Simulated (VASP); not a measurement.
Input:

```yaml
crystal:
  lattice:
    - [0.00000, 2.44768, 2.44768]
    - [2.44768, 0.00000, 2.44768]
    - [2.44768, 2.44768, 0.00000]
  atoms:
    - { symbol: Ca, position: [0.00000, 0.00000, 0.00000] }
    - { symbol: O, position: [0.50000, 0.50000, 0.50000] }
```

The numbers are results of rev-vdW-DF2, VASP's PBE PAW potentials (set 64) (plane waves; VASP), not measurements. Run with 520 eV cut-off, 9×9×9 Γ-centred mesh, Gaussian smearing of 0.050 eV, potentials Ca_sv O.

### Question
Give the stress tensor in GPa (positive for a compressed cell).

### Answer

```
-5.78   0.00   0.00
 0.00  -5.78   0.00
 0.00   0.00  -5.78
```
The pressure is its mean diagonal, -5.78 GPa.

The compound is CaO in the rock salt structure. This cell is one point of a volume scan, at 1.06 of the reference volume.
